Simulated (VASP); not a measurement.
```
Ta
1.0
   -1.62993     1.62993     1.62993
    1.62993    -1.62993     1.62993
    1.62993     1.62993    -1.62993
Ta
1
Direct
  0.00000   0.00000   0.00000
```

These are LDA (Ceperley-Alder, Perdew-Zunger), VASP's LDA PAW potentials (set 64) (plane waves; VASP) values and carry that method's errors. Settings: 530 eV cut-off, 14×14×14 Γ-centred mesh, first-order Methfessel-Paxton smearing of 0.10 eV, potentials Ta_pv.

Finite-difference elastic constants of metals are sensitive to mesh and smearing; shear constants can be off by tens of GPa.

Problem. Give the elastic stiffness tensor with the ions relaxed (GPa, in the frame of the cell).

Solution. 
```tsv
	xx	yy	zz	yz	xz	xy
xx	317	173	173	0.0	0.0	0.0
yy	173	317	173	0.0	0.0	0.0
zz	173	173	317	0.0	0.0	0.0
yz	0.0	0.0	0.0	80.8	0.0	0.0
xz	0.0	0.0	0.0	0.0	80.8	0.0
xy	0.0	0.0	0.0	0.0	0.0	80.8
```

Problem. What does the run give for the Hill bulk modulus, Hill shear modulus, Young's modulus, Poisson's ratio?

Solution. 
```json
{
  "hill_bulk_modulus": "221 GPa",
  "hill_shear_modulus": "772 kbar",
  "Young's modulus": "208 GPa",
  "Poisson's ratio": "0.344"
}
```

Measured: C11 266 GPa at 0 K (computed value off by +19.2 %), C12 158 GPa at 0 K (computed value off by +9.3 %), C44 87.4 GPa at 0 K (computed value off by -7.6 %), as given by Rui Wang et al., Physical Review Materials (2022), arXiv:2209.12322 [extrapolated to 0 K; zero-point effects included].

The compound is Ta in the bcc structure. It was relaxed first.
